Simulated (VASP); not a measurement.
Here is the system:

```yaml
crystal:
  lattice:
    - [0.00000, 3.52283, 3.52283]
    - [3.52283, 0.00000, 3.52283]
    - [3.52283, 3.52283, 0.00000]
  atoms:
    - { symbol: Sr, position: [0.00000, 0.00000, 0.00000] }
    - { symbol: Cl, position: [0.25000, 0.25000, 0.25000] }
    - { symbol: Cl, position: [0.75000, 0.75000, 0.75000] }
```

These are PBE GGA, VASP's PBE PAW potentials (set 64) (plane waves; VASP) values and carry that method's errors. Settings: 480 eV cut-off, 6×6×6 Γ-centred mesh, Gaussian smearing of 0.050 eV, potentials Sr_sv Cl.

**Question.** Predict the energy per atom (σ→0), band gap (on the k-mesh) with the smallest direct gap where there is one.

**Answer.** 
The band gap (on the k-mesh) is 5.22 eV, the smallest direct gap (on the k-mesh) comes out as 5.52 eV and the energy per atom (σ→0) is -4.264 eV/atom.

Only differences to runs with the same potentials and settings are physical.

The compound is SrCl2 in the fluorite structure. It was relaxed first.
